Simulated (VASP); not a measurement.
AlN (wurtzite) relaxed at rising pressure, in one space group throughout; other phases were not tried. The pressures are those reached. All values below come from LDA (Ceperley-Alder, Perdew-Zunger), VASP's LDA PAW potentials (set 64) (plane waves; VASP 6.6.1).

```csv
P (GPa),V (Å³/atom),k-mesh
-0.03,10.235,8×8×5
4.95,10.008,8×8×5
10.06,9.797,8×8×5
19.99,9.438,8×8×5
29.95,9.130,9×9×5
```

A change of mesh leaves a small step in the series.

Task: Fit an equation of state and predict the volume at 44.93 GPa.

Result: Least squares on the third-order Birch-Murnaghan form, P = (3B0/2)(y⁷ − y⁵)[1 + (3/4)(B′ − 4)(y² − 1)] with y = (V0/V)^(1/3), gives V0 = 10.234 Å³/atom, B0 = 213 GPa and B′ = 3.7, and so 8.738 Å³/atom. The run gave 8.738 Å³/atom, +0.0 % from the fit.

Pressures at which the relaxation failed are left out.

The compound is AlN in the wurtzite structure.
